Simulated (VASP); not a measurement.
Write the native input for VASP 6.6.1 that does the following.

```
Task                   : single point
Functional             : PBE
Potentials or basis    : VASP PAW PBE potentials, release 64 (Cu, Pt, Ni, Si)
Cutoff                 : 520 eV
k mesh                 : 1 × 1 × 1, shifted
Occupations            : fermi-dirac, width 0.1534 eV
Spin                   : no spin polarisation
Dipole correction      : no
Further INCAR settings : LREAL = Auto; ALGO = Normal; EDIFF = 1e-07; NBANDS = 114; ISYM = 0
```

The structure of Cu7Si2Ni4Pt7 lies in POSCAR:

```
Cu7Si2Ni4Pt7
1.0
    6.3918180000      0.0201270000      0.0956380000
    0.0201270000      6.3566260000      0.0266190000
    0.0956380000      0.0266190000      6.4557280000
Cu Pt Ni Si
7 7 4 2
Direct
    0.6131552867      0.6030874708      0.7417831838
    0.7261990391      0.1581212013      0.4045400841
    0.9224724211      0.8629156065      0.6089867219
    0.1686107895      0.7439528024      0.3116437250
    0.1475144817      0.1302954818      0.4882350487
    0.7423240783      0.7485502371      0.3104678436
    0.2113445725      0.3470809517      0.0368708967
    0.8807909091      0.3575585417      0.7080055213
    0.9838496284      0.0362712687      0.1428742172
    0.4205080404      0.0351126557      0.1873253936
    0.4024277156      0.4285245519      0.3725545319
    0.2458143805      0.5721338171      0.7131671555
    0.6120318676      0.3725825874      0.0366457076
    0.4812898129      0.2376871015      0.6999538103
    0.1362126905      0.9368443610      0.8319329796
    0.4682985933      0.8639184142      0.5154701708
    0.6883227802      0.8970001551      0.9164363707
    0.9668580648      0.6606718909      1.0192692758
    0.3708282778      0.6749955438      0.0184498199
    0.8713793816      0.4417287112      0.3141942539
```

The cell was built by a generator and needn't be a form met in nature.

The input as run:

INCAR

```
PREC = Accurate
ENCUT = 520
EDIFF = 1E-7
ISMEAR = -1
SIGMA = 0.1534
LREAL = Auto
LASPH = T
NELM = 100
ALGO = Normal
ISIF = 2
LWAVE = F
LCHARG = F
GGA = PE
NBANDS = 114
ISYM = 0
```

KPOINTS

```
Automatic mesh
0
Gamma
  1 1 1
  0.25 0.25 0.25
```

Potentials or basis: VASP PAW PBE potentials, release 64 (Cu, Pt, Ni, Si).

Command:

```bash
$ cat potpaw_PBE.64/Cu/POTCAR potpaw_PBE.64/Pt/POTCAR potpaw_PBE.64/Ni/POTCAR potpaw_PBE.64/Si/POTCAR > POTCAR
$ mpirun -np 1 vasp_std > vasp.out
```

It gave:

The pressure is 17.2 GPa, the largest force is 4.243 eV/Å and the band gap on the k mesh is none (metal or under the smearing width).

Caveat: so large a pressure means that the cell lies far from this level's equilibrium, or that cutoff or potentials fall short.

Run time: 99 s on 1 thread of Intel(R) Xeon(R) Platinum 8488C (Sapphire Rapids), with other jobs on the host, peak memory 0.33 GiB.
